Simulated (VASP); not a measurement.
Output of a VASP run:

**OUTCAR**
```
 ion  position               nearest neighbor table
   1  0.500  0.000  0.000-  33 2.49  46 2.49  54 2.49  62 2.49
   2  0.750  0.250  0.000-  33 2.49  34 2.49  44 2.49  55 2.49
   3  0.750  0.000  0.250-  33 2.49  35 2.49  39 2.49  49 2.49
   4  0.000  0.000  0.000-  36 2.49  39 2.49  44 2.49  63 2.49
   5  0.250  0.250  0.000-  36 2.49  37 2.49  54 2.49  60 2.49
   6  0.500  0.500  0.000-  37 2.49  38 2.49  55 2.49  61 2.49
   7  0.750  0.750  0.000-  38 2.49  39 2.49  56 2.49  62 2.49
   8  0.250  0.000  0.250-  36 2.49  40 2.49  46 2.49  57 2.49
   9  0.498  0.246  0.254-  40 2.43  33 2.51  37 2.53  64 2.56
  10  0.749  0.499  0.251-  64 2.47  41 2.50  34 2.50  38 2.50
  11  0.500  0.000  0.500-  40 2.49  42 2.49  49 2.49  59 2.49
  12  0.752  0.248  0.504-  43 2.46  42 2.47  35 2.50  64 2.55
  13  0.750  0.000  0.750-  42 2.49  44 2.49  53 2.49  62 2.49
  14  0.000  0.500  0.000-  34 2.49  45 2.49  56 2.49  60 2.49
  15  0.250  0.750  0.000-  45 2.49  46 2.49  61 2.49  63 2.49
  16  0.000  0.250  0.250-  34 2.49  35 2.49  36 2.49  47 2.49
  17  0.250  0.500  0.250-  37 2.49  45 2.49  47 2.49  48 2.49
  18  0.500  0.750  0.250-  38 2.49  46 2.49  48 2.49  49 2.49
  19  0.000  0.000  0.500-  35 2.49  50 2.49  53 2.49  57 2.49
  20  0.250  0.250  0.500-  40 2.49  47 2.49  50 2.49  51 2.49
  21  0.500  0.498  0.503-  51 2.45  64 2.46  52 2.49  48 2.53
  22  0.750  0.750  0.500-  41 2.49  49 2.49  52 2.49  53 2.49
  23  0.250  0.000  0.750-  50 2.49  54 2.49  59 2.49  63 2.49
  24  0.500  0.250  0.750-  42 2.49  51 2.49  54 2.49  55 2.49
  25  0.750  0.500  0.750-  43 2.49  52 2.49  55 2.49  56 2.49
  26  0.000  0.750  0.250-  39 2.49  41 2.49  45 2.49  57 2.49
  27  0.000  0.500  0.500-  41 2.49  43 2.49  47 2.49  58 2.49
  28  0.250  0.750  0.500-  48 2.49  57 2.49  58 2.49  59 2.49
  29  0.000  0.250  0.750-  43 2.49  44 2.49  50 2.49  60 2.49
  30  0.250  0.500  0.750-  51 2.49  58 2.49  60 2.49  61 2.49
  31  0.500  0.750  0.750-  52 2.49  59 2.49  61 2.49  62 2.49
  32  0.000  0.750  0.750-  53 2.49  56 2.49  58 2.49  63 2.49
  33  0.625  0.125  0.125-   1 2.49   2 2.49   3 2.49   9 2.51
  34  0.875  0.375  0.125-   2 2.49  14 2.49  16 2.49  10 2.50
  35  0.875  0.125  0.375-   3 2.49  16 2.49  19 2.49  12 2.50
  36  0.125  0.125  0.125-   4 2.49   5 2.49   8 2.49  16 2.49
  37  0.375  0.375  0.125-   5 2.49   6 2.49  17 2.49   9 2.53
  38  0.625  0.625  0.125-   6 2.49   7 2.49  18 2.49  10 2.50
  39  0.875  0.875  0.125-   3 2.49   4 2.49   7 2.49  26 2.49
  40  0.375  0.125  0.375-   9 2.43   8 2.49  11 2.49  20 2.49
  41  0.875  0.625  0.375-  22 2.49  26 2.49  27 2.49  10 2.50
  42  0.625  0.125  0.625-  12 2.47  11 2.49  13 2.49  24 2.49
  43  0.875  0.375  0.625-  12 2.46  25 2.49  27 2.49  29 2.49
  44  0.875  0.125  0.875-   2 2.49   4 2.49  13 2.49  29 2.49
  45  0.125  0.625  0.125-  14 2.49  15 2.49  17 2.49  26 2.49
  46  0.375  0.875  0.125-   1 2.49   8 2.49  15 2.49  18 2.49
  47  0.125  0.375  0.375-  16 2.49  17 2.49  20 2.49  27 2.49
  48  0.375  0.625  0.375-  17 2.49  18 2.49  28 2.49  21 2.53
  49  0.625  0.875  0.375-   3 2.49  11 2.49  18 2.49  22 2.49
  50  0.125  0.125  0.625-  19 2.49  20 2.49  23 2.49  29 2.49
  51  0.375  0.375  0.625-  21 2.45  20 2.49  24 2.49  30 2.49
  52  0.625  0.625  0.625-  21 2.49  22 2.49  25 2.49  31 2.49
  53  0.875  0.875  0.625-  13 2.49  19 2.49  22 2.49  32 2.49
  54  0.375  0.125  0.875-   1 2.49   5 2.49  23 2.49  24 2.49
  55  0.625  0.375  0.875-   2 2.49   6 2.49  24 2.49  25 2.49
  56  0.875  0.625  0.875-   7 2.49  14 2.49  25 2.49  32 2.49
  57  0.125  0.875  0.375-   8 2.49  19 2.49  26 2.49  28 2.49
  58  0.125  0.625  0.625-  27 2.49  28 2.49  30 2.49  32 2.49
  59  0.375  0.875  0.625-  11 2.49  23 2.49  28 2.49  31 2.49
  60  0.125  0.375  0.875-   5 2.49  14 2.49  29 2.49  30 2.49
  61  0.375  0.625  0.875-   6 2.49  15 2.49  30 2.49  31 2.49
  62  0.625  0.875  0.875-   1 2.49   7 2.49  13 2.49  31 2.49
  63  0.125  0.875  0.875-   4 2.49  15 2.49  23 2.49  32 2.49
  64  0.625  0.379  0.379-  21 2.46  10 2.47  12 2.55   9 2.56
 Subroutine IBZKPT returns following result:
 Found      1 irreducible k-points:

 Following reciprocal coordinates:
            Coordinates               Weight
  0.000000  0.000000  0.000000      1.000000
   k-points           NKPTS =      1   k-points in BZ     NKDIM =      1   number of bands    NBANDS=    161
   number of dos      NEDOS =    301   number of ions     NIONS =     64
   total plane-waves  NPLWV = 175616
   dimension x,y,z NGX =    56 NGY =   56 NGZ =   56
   dimension x,y,z NGXF=   112 NGYF=  112 NGZF=  112
   ions per type =              32  31   1
   PREC   = normal    normal or accurate (medium, high low for compatibility)
   ISTART =      0    job   : 0-new  1-cont  2-samecut
   ICHARG =      2    charge: 1-file 2-atom 10-const
...
```

File OSZICAR:
```
...
RMM:   2    -0.255230578400E+03   -0.48779E-02   -0.60525E-02   644   0.426E-01    0.123E-01
RMM:   3    -0.255231473166E+03   -0.89477E-03   -0.96484E-03   656   0.172E-01    0.705E-02
RMM:   4    -0.255231506245E+03   -0.33079E-04   -0.13444E-03   658   0.683E-02    0.390E-02
RMM:   5    -0.255231525356E+03   -0.19111E-04   -0.35005E-04   648   0.343E-02    0.126E-02
RMM:   6    -0.255231532955E+03   -0.75993E-05   -0.88659E-05   565   0.159E-02
   4 F= -.25523153E+03 E0= -.25522969E+03  d E =-.372495E-01  mag=     1.0000
       N       E                     dE             d eps       ncg     rms          rms(c)
DAV:   1    -0.255235493350E+03   -0.39680E-02   -0.43464E-01   696   0.120E+00    0.279E-01
RMM:   2    -0.255237863534E+03   -0.23702E-02   -0.29185E-02   644   0.294E-01    0.839E-02
RMM:   3    -0.255238302561E+03   -0.43903E-03   -0.47002E-03   659   0.119E-01    0.494E-02
RMM:   4    -0.255238317795E+03   -0.15233E-04   -0.65187E-04   655   0.473E-02    0.273E-02
RMM:   5    -0.255238327412E+03   -0.96170E-05   -0.17369E-04   641   0.240E-02    0.928E-03
RMM:   6    -0.255238330782E+03   -0.33701E-05   -0.39927E-05   466   0.111E-02
   5 F= -.25523833E+03 E0= -.25523634E+03  d E =-.440474E-01  mag=     1.0000
       N       E                     dE             d eps       ncg     rms          rms(c)
DAV:   1    -0.255244158807E+03   -0.58314E-02   -0.16299E-01   695   0.762E-01    0.155E-01
RMM:   2    -0.255244982419E+03   -0.82361E-03   -0.11708E-02   646   0.195E-01    0.535E-02
RMM:   3    -0.255245158017E+03   -0.17560E-03   -0.20655E-03   683   0.808E-02    0.340E-02
RMM:   4    -0.255245151319E+03    0.66986E-05   -0.23521E-04   646   0.303E-02    0.152E-02
RMM:   5    -0.255245156527E+03   -0.52088E-05   -0.77633E-05   614   0.160E-02
   6 F= -.25524516E+03 E0= -.25524321E+03  d E =-.682575E-02  mag=     1.0000
       N       E                     dE             d eps       ncg     rms          rms(c)
DAV:   1    -0.255246440612E+03   -0.12893E-02   -0.10839E-01   696   0.621E-01    0.126E-01
RMM:   2    -0.255246992439E+03   -0.55183E-03   -0.78618E-03   646   0.160E-01    0.440E-02
RMM:   3    -0.255247117547E+03   -0.12511E-03   -0.14194E-03   681   0.665E-02    0.283E-02
RMM:   4    -0.255247115150E+03    0.23973E-05   -0.16254E-04   648   0.251E-02    0.129E-02
RMM:   5    -0.255247119015E+03   -0.38646E-05   -0.54107E-05   523   0.133E-02
   7 F= -.25524712E+03 E0= -.25524519E+03  d E =-.878823E-02  mag=     1.0000
       N       E                     dE             d eps       ncg     rms          rms(c)
DAV:   1    -0.255247128141E+03   -0.12991E-04   -0.13877E-03   768   0.705E-02    0.158E-02
RMM:   2    -0.255247136492E+03   -0.83509E-05   -0.11721E-04   630   0.193E-02    0.602E-03
RMM:   3    -0.255247138713E+03   -0.22212E-05   -0.21786E-05   403   0.837E-03    0.378E-03
RMM:   4    -0.255247138948E+03   -0.23544E-06   -0.33448E-06   336   0.332E-03
   8 F= -.25524714E+03 E0= -.25524521E+03  d E =-.880817E-02  mag=     1.0000
       N       E                     dE             d eps       ncg     rms          rms(c)
DAV:   1    -0.255248550021E+03   -0.14113E-02   -0.65166E-02   678   0.480E-01    0.952E-02
RMM:   2    -0.255248902611E+03   -0.35259E-03   -0.45167E-03   646   0.122E-01    0.312E-02
RMM:   3    -0.255248970500E+03   -0.67889E-04   -0.74424E-04   674   0.497E-02    0.201E-02
RMM:   4    -0.255248967792E+03    0.27080E-05   -0.93045E-05   623   0.190E-02
   9 F= -.25524897E+03 E0= -.25524709E+03  d E =-.182884E-02  mag=     1.0000
```

File OUTCAR:
```
------------------------ aborting loop because EDIFF is reached ----------------------------------------
  FORCE on cell =-STRESS in cart. coord.  units (eV):
  Direction    XX          YY          ZZ          XY          YZ          ZX
  --------------------------------------------------------------------------------------
  Total       21.4369563     21.4291672     21.4205291     -0.0208341     -0.0028754     -0.0061555
  in kB       22.4525823     22.4444242     22.4353769     -0.0218212     -0.0030116     -0.0064471
  external PRESSURE =      22.4441278 kB  Pullay stress =       0.0000000 kB
  volume of cell :     1529.70
      direct lattice vectors                 reciprocal lattice vectors
    11.522210421  0.000000000  0.000000000     0.086788903  0.000000000  0.000000000
     0.000000000 11.522210421  0.000000000     0.000000000  0.086788903  0.000000000
     0.000000000  0.000000000 11.522210421     0.000000000  0.000000000  0.086788903
  FREE ENERGIE OF THE ION-ELECTRON SYSTEM (eV)
  ---------------------------------------------------
  free  energy   TOTEN  =      -255.2489677922 eV

  energy  without entropy=     -255.2452043124  energy(sigma->0) =     -255.24708605

 total charge

# of ion       s       p       d       tot
------------------------------------------
    1        1.071   1.149   0.128   2.348
    2        1.075   1.137   0.126   2.338
    3        1.075   1.137   0.126   2.338
    4        1.074   1.138   0.126   2.338
    5        1.071   1.149   0.128   2.348
    6        1.075   1.137   0.126   2.338
    7        1.071   1.149   0.128   2.348
    8        1.071   1.149   0.128   2.349
    9        1.076   1.178   0.124   2.378
   10        1.076   1.179   0.124   2.379
   11        1.075   1.136   0.126   2.337
   12        1.076   1.177   0.124   2.377
   13        1.071   1.150   0.128   2.350
   14        1.071   1.149   0.128   2.348
   15        1.074   1.139   0.126   2.339
   16        1.075   1.137   0.126   2.338
   17        1.075   1.137   0.126   2.338
   18        1.075   1.137   0.126   2.338
   19        1.071   1.150   0.128   2.349
   20        1.075   1.136   0.126   2.337
   21        1.076   1.177   0.124   2.377
   22        1.075   1.137   0.126   2.338
   23        1.074   1.138   0.126   2.338
   24        1.075   1.136   0.126   2.338
   25        1.075   1.136   0.126   2.337
   26        1.071   1.149   0.128   2.348
   27        1.075   1.137   0.126   2.338
   28        1.071   1.149   0.128   2.349
   29        1.071   1.150   0.128   2.350
   30        1.071   1.150   0.128   2.350
   31        1.071   1.150   0.128   2.349
   32        1.074   1.139   0.126   2.339
   33        1.207   1.596   0.024   2.828
   34        1.207   1.596   0.024   2.828
   35        1.207   1.596   0.024   2.827
   36        1.208   1.592   0.024   2.824
   37        1.207   1.597   0.024   2.829
   38        1.207   1.596   0.024   2.828
   39        1.208   1.592   0.024   2.824
   40        1.207   1.595   0.024   2.827
   41        1.207   1.596   0.024   2.828
   42        1.207   1.596   0.024   2.827
   43        1.207   1.596   0.024   2.827
   44        1.208   1.592   0.024   2.824
   45        1.208   1.592   0.024   2.824
   46        1.208   1.592   0.024   2.824
   47        1.210   1.594   0.024   2.828
   48        1.207   1.596   0.024   2.828
...
```
(Selected blocks of OUTCAR.)

**POSCAR**
```
Ga32As31Sb
1
   11.5222104212    -0.0000000000    -0.0000000000
   -0.0000000000    11.5222104212     0.0000000000
    0.0000000000     0.0000000000    11.5222104212
Ga As Sb
32 31 1
Direct
  0.5000000000   0.0000000000   0.0000000000
  0.7500000000   0.2500000000   0.0000000000
  0.7500000000   0.0000000000   0.2500000000
  0.0000000000   0.0000000000   0.0000000000
  0.2500000000   0.2500000000   0.0000000000
  0.5000000000   0.5000000000   0.0000000000
  0.7500000000   0.7500000000   0.0000000000
  0.2500000000   0.0000000000   0.2500000000
  0.4978500000   0.2461890000   0.2537800000
  0.7490360000   0.4989270000   0.2513410000
  0.5000000000   0.0000000000   0.5000000000
  0.7523860000   0.2483360000   0.5042320000
  0.7500000000   0.0000000000   0.7500000000
  0.0000000000   0.5000000000   0.0000000000
  0.2500000000   0.7500000000   0.0000000000
  0.0000000000   0.2500000000   0.2500000000
  0.2500000000   0.5000000000   0.2500000000
  0.5000000000   0.7500000000   0.2500000000
  0.0000000000   0.0000000000   0.5000000000
  0.2500000000   0.2500000000   0.5000000000
  0.4995300000   0.4975620000   0.5034130000
  0.7500000000   0.7500000000   0.5000000000
  0.2500000000   0.0000000000   0.7500000000
  0.5000000000   0.2500000000   0.7500000000
  0.7500000000   0.5000000000   0.7500000000
  0.0000000000   0.7500000000   0.2500000000
  0.0000000000   0.5000000000   0.5000000000
  0.2500000000   0.7500000000   0.5000000000
  0.0000000000   0.2500000000   0.7500000000
  0.2500000000   0.5000000000   0.7500000000
  0.5000000000   0.7500000000   0.7500000000
  0.0000000000   0.7500000000   0.7500000000
  0.6250000000   0.1250000000   0.1250000000
  0.8750000000   0.3750000000   0.1250000000
  0.8750000000   0.1250000000   0.3750000000
  0.1250000000   0.1250000000   0.1250000000
  0.3750000000   0.3750000000   0.1250000000
  0.6250000000   0.6250000000   0.1250000000
  0.8750000000   0.8750000000   0.1250000000
  0.3750000000   0.1250000000   0.3750000000
  0.8750000000   0.6250000000   0.3750000000
  0.6250000000   0.1250000000   0.6250000000
  0.8750000000   0.3750000000   0.6250000000
  0.8750000000   0.1250000000   0.8750000000
  0.1250000000   0.6250000000   0.1250000000
  0.3750000000   0.8750000000   0.1250000000
  0.1250000000   0.3750000000   0.3750000000
  0.3750000000   0.6250000000   0.3750000000
  0.6250000000   0.8750000000   0.3750000000
  0.1250000000   0.1250000000   0.6250000000
  0.3750000000   0.3750000000   0.6250000000
  0.6250000000   0.6250000000   0.6250000000
  0.8750000000   0.8750000000   0.6250000000
  0.3750000000   0.1250000000   0.8750000000
  0.6250000000   0.3750000000   0.8750000000
  0.8750000000   0.6250000000   0.8750000000
  0.1250000000   0.8750000000   0.3750000000
  0.1250000000   0.6250000000   0.6250000000
  0.3750000000   0.8750000000   0.6250000000
  0.1250000000   0.3750000000   0.8750000000
  0.3750000000   0.6250000000   0.8750000000
  0.6250000000   0.8750000000   0.8750000000
  0.1250000000   0.8750000000   0.8750000000
  0.6254130000   0.3791350000   0.3785160000
```

Q: Write an INCAR and KPOINTS that could have produced this output.

A: This is not unique; one that fits is the input of the run itself, PBE GGA, plane waves, VASP's PBE PAW potentials (set 64).

**INCAR**
```
ALGO  =  Fast
EDIFF  =  1E-5
EDIFFG  =  -0.03
ENCUT  =  400
GGA  =  PE
IBRION  =  2
ISIF  =  2
ISMEAR  =  0
ISPIN  =  2
ISYM  =  0
LASPH  =  .True.
LCHARG  =  .False.
LMAXMIX  =  4
LORBIT  =  10
LREAL  =  Auto
LWAVE  =  .True.
MAGMOM  =  64*0.0156
NELECT  =  257.0
NELM  =  100
NELMIN  =  4
NSW  =  60
NUPDOWN  =  1
PREC  =  Normal
SIGMA  =  0.05
SYSTEM  =  Ga32As31Sb
```

File KPOINTS:
```
Automatic mesh
0
gamma
  1 1 1
```

POTCAR, in this order: Ga As Sb (PBE.64 set). Program: vasp_gam.

The cell is charged, with a uniform compensating background. The supercell is sampled at Γ alone, which is coarse: total energies, pressure and levels can be off, energies of defects by several tenths of an eV.

The cell is a supercell with a defect, built from GaAs (zinc blende): Sb_As, charge -1.
